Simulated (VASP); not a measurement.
Be2Al5:

```xyz
7
Lattice="6.4106 0.0000 0.0000 0.0000 6.4106 0.0000 0.0000 0.0000 2.6881" Properties=species:S:1:pos:R:3 pbc="T T T"
Be    3.2053    0.0000    0.0000
Be    0.0000    3.2053    0.0000
Al    5.0686    5.0686    1.3440
Al    1.3420    1.3420    1.3440
Al    1.3420    5.0686    1.3440
Al    5.0686    1.3420    1.3440
Al    3.2053    3.2053    1.3440
```

The cell was built by a generator and needn't be a form met in nature.

```yaml
Program: VASP 6.6.1
Task: relaxation of cell and atoms
Functional: LDA
Potentials_or_basis: VASP PAW LDA potentials, release 64 (Be, Al)
Cutoff: 600 eV
k_mesh: 3 × 3 × 7
Occupations: fermi-dirac, width 0.05 eV
Spin: no spin polarisation
```

At the start: pressure -2.6 GPa; volume 15.78 Å³/atom.

Where does the relaxation end?

Over 9 steps the energy falls by 6.7 meV/atom and the volume is 15.17 Å³/atom (-3.9 %); space group P4/mmm (No. 123, to 0.05 Å).

The path:
```
step  energy change (eV)  largest force (eV/Å)  pressure (GPa)  volume (Å³)
   1              0.0000                0.0335           -2.62       110.47
   2             -0.0345                0.0392            0.05       106.39
   3             -0.0345                0.0392            0.04       106.40
   4             -0.0392                0.0348            0.08       106.21
   5             -0.0465                0.0030            0.31       105.79
   6             -0.0466                0.0021            0.35       105.74
   7             -0.0466                0.0001            0.33       105.76
   8             -0.0469                0.0041           -0.17       106.43
   9             -0.0471                0.0026            0.02       106.18
```

Final structure:
```
Be Al
1.0
     6.27544    0.00000    0.00000
     0.00000    6.27544    0.00000
     0.00000    0.00000    2.69617
Be Al
2 5
Direct
  0.50000 0.00000 0.00000
  0.00000 0.50000 0.00000
  0.79162 0.79162 0.50000
  0.20838 0.20838 0.50000
  0.20838 0.79162 0.50000
  0.79162 0.20838 0.50000
  0.50000 0.50000 0.50000
```
